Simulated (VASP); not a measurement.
A run of VASP 6.6.1 is set up as follows.

INCAR

```
SYSTEM = TaSn
PREC     = Accurate       ! precision mode
ENCUT    = 520            ! plane-wave cutoff, eV
EDIFF    = 1E-6           ! SCF threshold, eV
ISMEAR   = 0              ! smearing method
SIGMA    = 0.1            ! smearing width, eV
LREAL    = .FALSE.        ! projectors in reciprocal space
LASPH    = .TRUE.         ! aspherical terms in the spheres
NELM     = 80             ! most SCF steps
ALGO     = Normal         ! electronic algorithm
ISIF     = 2              ! what is computed and relaxed
LWAVE    = .FALSE.        ! write WAVECAR
LCHARG   = .FALSE.        ! write CHGCAR
MAGMOM   = 0 0 0 0 0 0 0 0 0 0 0 0 0 0 0 0 0 0 ! initial moments
LORBIT   = 11             ! projections on sites
LSORBIT  = .TRUE.         ! spin-orbit coupling
GGA_COMPAT= .FALSE.      
LMAXMIX  = 4              ! l up to which the mixer works
GGA      = PE             ! functional
KPAR     = 4
```

Contents of KPOINTS:

```
regular mesh
0
G
  6 6 6
  0 0 0
```

File POSCAR:

```
TaSn
1.0
    5.7927780000      0.0000000000      0.0000000000
   -2.8963890000      5.0166930000      0.0000000000
    0.0000000000      0.0000000000      4.8311500000
Ta Sn
3 3
Direct
    0.5000000000      0.0000000000      0.0000000000
    0.5000000000      0.5000000000      0.0000000000
    0.0000000000      0.5000000000      0.0000000000
    0.3333330000      0.6666670000      0.5000000000
    0.6666670000      0.3333330000      0.5000000000
    0.0000000000      0.0000000000      0.0000000000
```

The input KPOINTS_OPT:

```
path GMKGALHA,LM,KH
15
line-mode
reciprocal
 0.0000000000  0.0000000000  0.0000000000  G
 0.5000000000  0.0000000000  0.0000000000  M

 0.5000000000  0.0000000000  0.0000000000  M
 0.3333333333  0.3333333333  0.0000000000  K

 0.3333333333  0.3333333333  0.0000000000  K
 0.0000000000  0.0000000000  0.0000000000  G

 0.0000000000  0.0000000000  0.0000000000  G
 0.0000000000  0.0000000000  0.5000000000  A

 0.0000000000  0.0000000000  0.5000000000  A
 0.5000000000  0.0000000000  0.5000000000  L

 0.5000000000  0.0000000000  0.5000000000  L
 0.3333333333  0.3333333333  0.5000000000  H

 0.3333333333  0.3333333333  0.5000000000  H
 0.0000000000  0.0000000000  0.5000000000  A

 0.5000000000  0.0000000000  0.5000000000  L
 0.5000000000  0.0000000000  0.0000000000  M

 0.3333333333  0.3333333333  0.0000000000  K
 0.3333333333  0.3333333333  0.5000000000  H
```

Potentials or basis: VASP PAW PBE potentials, release 64 (Ta_pv, Sn_d).

Run with:

```console
$ cat potpaw_PBE.64/Ta_pv/POTCAR potpaw_PBE.64/Sn_d/POTCAR > POTCAR
$ mpirun -np 4 vasp_ncl > vasp.out
```

Q: Predict the pressure.

A: 0.1 GPa.

Stress tensor (GPa, compression positive):
```
 0.17  0.00  0.00
 0.00  0.17  0.00
 0.00  0.00 -0.04
```
